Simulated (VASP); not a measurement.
All values below come from revPBE GGA, VASP's PBE PAW potentials (set 64) (plane waves; VASP 6.6.1).

VASP ran on this input.

**INCAR**
```
IBRION=2   # conjugate gradients
MAGMOM=5.0 -5.0 4*0.0
EDIFF=1E-6
ISMEAR=0   # Gaussian
SYSTEM=MnF2
ALGO=Normal   # blocked Davidson
NSW=60   # most ionic steps
LORBIT=10
LASPH=T   # aspherical one-centre terms
ENCUT=520
ISPIN=2   # spin-polarised
LREAL=F   # projection in real space or not
PREC=Accurate
SIGMA=0.05   # width (eV)
LMAXMIX=4   # l cut-off of mixed one-centre charges
EDIFFG=-0.02
ISIF=3   # ions, shape and volume
LCHARG=F
GGA=RE   # revPBE
LWAVE=F
NELM=100   # most electronic steps
```

File KPOINTS:
```
kpoints
0
Gamma
4 4 6
```

File POSCAR:
```
MnF2
1
    4.9705573408    -0.0000000000     0.0000000000
   -0.0000000000     4.9705573408     0.0000000000
    0.0000000000     0.0000000000     3.3847659678
Mn F
2 4
Direct
  0.0000000000   0.0000000000   0.0000000000
  0.5000000000   0.5000000000   0.5000000000
  0.3043016643   0.3043016643   0.0000000000
  0.8043016643   0.1956983357   0.5000000000
  0.1956983357   0.8043016643   0.5000000000
  0.6956983357   0.6956983357   0.0000000000
```

POTCAR, in this order: Mn_pv F (PBE.64 set). Program: vasp_std.

What does the run give for the energy per atom (σ→0), cell moment, volume per atom, band gap (on the k-mesh)?

energy per atom (σ→0): -6.347 eV/atom
cell moment: 0.00 μB
band gap (on the k-mesh): 2.52 eV
volume per atom: 14.00 Å^3/atom

### OSZICAR
```
...
DAV:   2    -0.380858554716E+02    0.98473E-02   -0.26920E-02  3280   0.135E+00    0.549E-01
DAV:   3    -0.380851505710E+02    0.70490E-03   -0.32104E-03  3456   0.485E-01    0.247E-01
DAV:   4    -0.380847127235E+02    0.43785E-03   -0.33264E-04  3800   0.141E-01    0.132E-01
DAV:   5    -0.380846050502E+02    0.10767E-03   -0.19750E-04  4272   0.119E-01    0.447E-02
DAV:   6    -0.380846091336E+02   -0.40834E-05   -0.22054E-05  3280   0.399E-02    0.186E-02
DAV:   7    -0.380846104816E+02   -0.13480E-05   -0.14985E-06  2120   0.106E-02    0.957E-03
DAV:   8    -0.380846108539E+02   -0.37229E-06   -0.30863E-07  1584   0.488E-03
   4 F= -.38084611E+02 E0= -.38084611E+02  d E =-.460461E-03  mag=     0.0000
```

The compound is MnF2 in the rutile structure. This run relaxes it. Symmetry was kept, so distortions that lower it aren't found. The start is the result of an earlier pass.
